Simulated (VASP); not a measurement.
OSZICAR of a VASP run on Re (hcp):

### OSZICAR
```
       N       E                     dE             d eps       ncg     rms          rms(c)
DAV:   1     0.306688039831E+02    0.30669E+02   -0.70117E+03  4728   0.159E+03
DAV:   2    -0.182175975239E+02   -0.48886E+02   -0.41415E+02  4104   0.318E+02
DAV:   3    -0.248272028028E+02   -0.66096E+01   -0.53856E+01  4457   0.259E+02
DAV:   4    -0.251896587339E+02   -0.36246E+00   -0.31720E+00  4894   0.269E+01
DAV:   5    -0.252027467513E+02   -0.13088E-01   -0.12658E-01  4542   0.345E+00    0.402E+01
DAV:   6    -0.242314452117E+02    0.97130E+00   -0.93011E-01  4955   0.297E+01    0.168E+01
DAV:   7    -0.238808240374E+02    0.35062E+00   -0.72507E-01  5094   0.253E+01    0.736E-01
DAV:   8    -0.238685204147E+02    0.12304E-01   -0.96727E-03  5104   0.105E+00    0.131E-01
DAV:   9    -0.238677898393E+02    0.73058E-03   -0.66911E-04  5141   0.359E-01    0.336E-02
DAV:  10    -0.238678053832E+02   -0.15544E-04   -0.41538E-05  4437   0.555E-02    0.399E-03
DAV:  11    -0.238678063469E+02   -0.96374E-06   -0.21070E-07  2409   0.206E-02
   1 F= -.23867806E+02 E0= -.23868101E+02  d E =-.238678E+02
       N       E                     dE             d eps       ncg     rms          rms(c)
DAV:   1    -0.239943030221E+02   -0.12650E+00   -0.31336E+01  3499   0.309E+02    0.154E+01
DAV:   2    -0.237098277773E+02    0.28448E+00   -0.45632E-01  4249   0.227E+01    0.578E+00
DAV:   3    -0.236376263628E+02    0.72201E-01   -0.21714E-01  4597   0.153E+01    0.694E-01
DAV:   4    -0.236388406709E+02   -0.12143E-02   -0.32105E-03  4577   0.432E-01    0.600E-02
DAV:   5    -0.236390264743E+02   -0.18580E-03   -0.11486E-03  5113   0.915E-01    0.549E-02
DAV:   6    -0.236390903726E+02   -0.63898E-04   -0.38958E-05  4736   0.131E-01    0.778E-03
DAV:   7    -0.236390910842E+02   -0.71152E-06   -0.22137E-06  2474   0.781E-02
   2 F= -.23639091E+02 E0= -.23639148E+02  d E =0.228715E+00
       N       E                     dE             d eps       ncg     rms          rms(c)
DAV:   1    -0.240843571178E+02   -0.44527E+00   -0.34025E+01  2640   0.388E+02    0.145E+01
DAV:   2    -0.239421949465E+02    0.14216E+00   -0.33906E-01  4575   0.184E+01    0.448E+00
DAV:   3    -0.238851009815E+02    0.57094E-01   -0.12364E-01  4409   0.122E+01    0.913E-01
DAV:   4    -0.238843785676E+02    0.72241E-03   -0.37504E-03  5109   0.147E+00    0.444E-01
DAV:   5    -0.238843806547E+02   -0.20871E-05   -0.18680E-03  5034   0.132E+00    0.647E-02
DAV:   6    -0.238844069295E+02   -0.26275E-04   -0.35529E-05  5112   0.202E-01    0.938E-03
DAV:   7    -0.238844061289E+02    0.80052E-06   -0.38524E-07  2065   0.407E-02
   3 F= -.23884406E+02 E0= -.23884689E+02  d E =-.165998E-01
       N       E                     dE             d eps       ncg     rms          rms(c)
DAV:   1    -0.238844467753E+02   -0.39846E-04   -0.25248E-03  2779   0.313E+00    0.143E-01
DAV:   2    -0.238844354121E+02    0.11363E-04   -0.32453E-05  4407   0.203E-01    0.499E-02
DAV:   3    -0.238844318112E+02    0.36009E-05   -0.12414E-05  3723   0.123E-01    0.780E-03
DAV:   4    -0.238844319724E+02   -0.16126E-06   -0.54343E-08  1845   0.959E-03
   4 F= -.23884432E+02 E0= -.23884716E+02  d E =-.166256E-01
       N       E                     dE             d eps       ncg     rms          rms(c)
DAV:   1    -0.238844966798E+02   -0.64869E-04   -0.51778E-03  3997   0.264E+00    0.407E-02
DAV:   2    -0.238844523127E+02    0.44367E-04   -0.60781E-05  4851   0.107E-01    0.194E-02
DAV:   3    -0.238844392151E+02    0.13098E-04   -0.24015E-05  4389   0.759E-02    0.558E-03
DAV:   4    -0.238844395647E+02   -0.34962E-06   -0.42206E-06  2228   0.283E-02
   5 F= -.23884440E+02 E0= -.23884727E+02  d E =-.759228E-05
       N       E                     dE             d eps       ncg     rms          rms(c)
DAV:   1    -0.238844570515E+02   -0.17836E-04   -0.91763E-04  3997   0.112E+00    0.171E-02
DAV:   2    -0.238844488661E+02    0.81855E-05   -0.96384E-06  4222   0.461E-02    0.892E-03
DAV:   3    -0.238844463941E+02    0.24720E-05   -0.45998E-06  2134   0.371E-02    0.394E-03
DAV:   4    -0.238844464389E+02   -0.44869E-07   -0.61816E-07  1494   0.310E-02
   6 F= -.23884446E+02 E0= -.23884733E+02  d E =-.144665E-04
```

Question: Which electronic solver shows in the log?

Answer: It is blocked Davidson (ALGO = Normal, or the opening steps of other solvers). The INCAR had ALGO = Normal.

Question: Can the final energy be trusted as converged?

Answer: The calculation finished and met its thresholds. It stopped with EDIFF = 1E-6, NELM = 100, NSW = 60 and EDIFFG = -0.01 after 6 ionic steps (revPBE GGA, plane waves, VASP's PBE PAW potentials (set 64)). Energy and stress use the plane-wave basis of the starting cell.

The compound is Re in the hcp structure. This run relaxes it. Symmetry was kept, so distortions that lower it aren't found.
